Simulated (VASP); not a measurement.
A run of VASP 6.6.1:

The input INCAR:

```
  PREC = Accurate
  ENCUT = 520
  EDIFF = 1E-6
  ISMEAR = 0
  SIGMA = 0.1
  LREAL = False
  LASPH = True
  NELM = 100
  ALGO = Normal
  ISIF = 2
  LWAVE = False
  LCHARG = True
  GGA = PE
  LELF = True
  LVHAR = True
  NBANDS = 23
```

KPOINTS

```
Automatic mesh
0
Gamma
  3 3 6
```

Contents of POSCAR:

```
CsLi3P2
1.0
    7.8845372581      0.0000000000      0.0000000000
   -3.9422686290      6.8282095626      0.0000000000
    0.0000000000      0.0000000000      3.2645280891
Cs Li P
1 3 2
Direct
    0.0000000000      0.0000000000      0.0000000000
    0.5000000000      0.0000000000      0.5000000000
    0.0000000000      0.5000000000      0.5000000000
    0.5000000000      0.5000000000      0.5000000000
    0.3333333333      0.6666666667      0.5000000000
    0.6666666667      0.3333333333      0.5000000000
```

Potentials or basis: VASP PAW PBE potentials, release 64 (Cs_sv, Li_sv, P).

Run with:

```console
$ cat potpaw_PBE.64/Cs_sv/POTCAR potpaw_PBE.64/Li_sv/POTCAR potpaw_PBE.64/P/POTCAR > POTCAR
$ mpirun -np 1 vasp_std > vasp.out
```

Hardware: 1 thread of AMD EPYC 9R45 96-Core Processor (Zen 5), on a shared host.

**Question.** Estimate the wall time of this run.

**Answer.** Wall time 32 s on 1 thread of AMD EPYC 9R45 96-Core Processor (Zen 5), with other jobs on the host, peak memory 0.26 GiB. Counts: scf iterations 14, k points 12.
